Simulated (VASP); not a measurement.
A convergence study with VASP on AlN (zinc blende): one setting is varied, all else stays as given below, so the limit is that of these other settings.

```yaml
crystal:
  lattice:
    - [0.00000, 2.19000, 2.19000]
    - [2.19000, 0.00000, 2.19000]
    - [2.19000, 2.19000, 0.00000]
  atoms:
    - { symbol: Al, position: [0.00000, 0.00000, 0.00000] }
    - { symbol: N, position: [0.25000, 0.25000, 0.25000] }
```

Calculation: PBEsol GGA, VASP's PBE PAW potentials (set 64) (plane waves; VASP 6.6.1). The tightest run used: 700 eV cut-off, 16×16×16 Monkhorst-Pack mesh, Gaussian smearing of 0.050 eV, potentials Al N.

```csv
setting,E (eV/atom),pressure (GPa),irreducible k-points
1×1×1 mesh,-1.8742,18.68,1
2×2×2 mesh,-7.7855,-0.24,2
3×3×3 mesh,-7.7047,-0.07,4
4×4×4 mesh,-7.8082,-0.47,10
5×5×5 mesh,-7.8041,-0.47,10
```

### Question
These are the cheaper rows. Estimate the results at 16×16×16 mesh, and how far the last row shown lies from them.

### Answer

```tsv
quantity	tightest run	last row shown is off by
E (eV/atom)	-7.8082	0.0041
pressure (GPa)	-0.47	0.00
```

Left out are rungs that failed or repeat a setting and relaxations that didn't move; long series are thinned to 24 rows.

The compound is AlN in the zinc blende structure, a metastable form; wurtzite is the usual one. The cell was not relaxed at this level.
